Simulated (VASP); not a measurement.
Energy against volume of HfO2 (fluorite). All values below come from PBE GGA with D3 dispersion (Becke-Johnson damping), VASP's PBE PAW potentials (set 64) (plane waves; VASP). Settings: 520 eV cut-off, 8×8×8 Γ-centred mesh, Gaussian smearing of 0.050 eV, potentials Hf_pv O.

```csv
V (Å³/atom),E (eV/atom)
10.076,-10.28775
10.397,-10.31489
10.719,-10.32356
11.041,-10.31650
```

Fit these four points and predict the energy of the run at 11.362 Å³/atom.

A cubic in V^(−2/3), the third-order Birch-Murnaghan form, passes through the four points with V0 = 10.73 Å³/atom and B0 = 259 GPa, and gives -10.2962 eV/atom there. The run gave -10.2960 eV/atom, +0.2 meV/atom from the fit; all five points give B0 = 260 GPa.

The compound is HfO2 in the fluorite structure, the high-temperature cubic form, which is unstable at 0 K; the monoclinic form is the stable one. It was relaxed first.
